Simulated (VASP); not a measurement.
VASP ran on this input.

### POSCAR
```
TiS
1.0
  4.0252220000   0.0000000000   0.0000000000
 -2.0126110000   3.4859440000   0.0000000000
  0.0000000000   0.0000000000  14.0000000000
Ti S
1 1
Direct
  0.6666670000   0.3333330000   0.5000000000
  0.3333330000   0.6666670000   0.5000000000
```

### INCAR
```
SYSTEM = TiS
PREC = Accurate; ENCUT = 300; LREAL = F
LASPH = T
EDIFF = 1E-6; NELM = 100; ALGO = Normal
LMAXMIX = 4
ISMEAR = -1; SIGMA = 0.1
ISIF = 2
LWAVE = F; LCHARG = F
```

KPOINTS:
```
Automatic
0
Gamma
5 5 1
```

POTCAR, in this order: Ti_sv S (LDA.64 set). Program: vasp_std.

Translate this LDA calculation to Quantum ESPRESSO's pw.x.

One equivalent input (not run):
```
&CONTROL
  calculation = 'scf'
  pseudo_dir = './pseudo'
  outdir = './out'
  tprnfor = .true.
  tstress = .true.
/
&SYSTEM
  ibrav = 0
  nat = 2
  ntyp = 2
  ecutwfc = 84
  occupations = 'smearing'
  smearing = 'fermi-dirac'
  degauss = 0.00735
  input_dft = 'pz'
/
&ELECTRONS
  conv_thr = 7.3e-08
  electron_maxstep = 100
/
ATOMIC_SPECIES
  Ti 47.867 Ti.upf
  S 32.060 S.upf
CELL_PARAMETERS angstrom
     4.0252220    0.0000000    0.0000000
    -2.0126110    3.4859440    0.0000000
     0.0000000    0.0000000   14.0000000
ATOMIC_POSITIONS crystal
  Ti   0.6666670  0.3333330  0.5000000
  S    0.3333330  0.6666670  0.5000000
K_POINTS automatic
  5 5 1 0 0 0
```
The two are equivalent in intent, not identical: the potentials are each code's own (VASP's PAW set, PseudoDojo norm-conserving files in pw.x), so ENCUT and ecutwfc are chosen apart and not converted; conv_thr bounds pw.x's estimated SCF error, while EDIFF bounds the energy change between steps.

The cell is a sheet with vacuum, built from a generated structure.
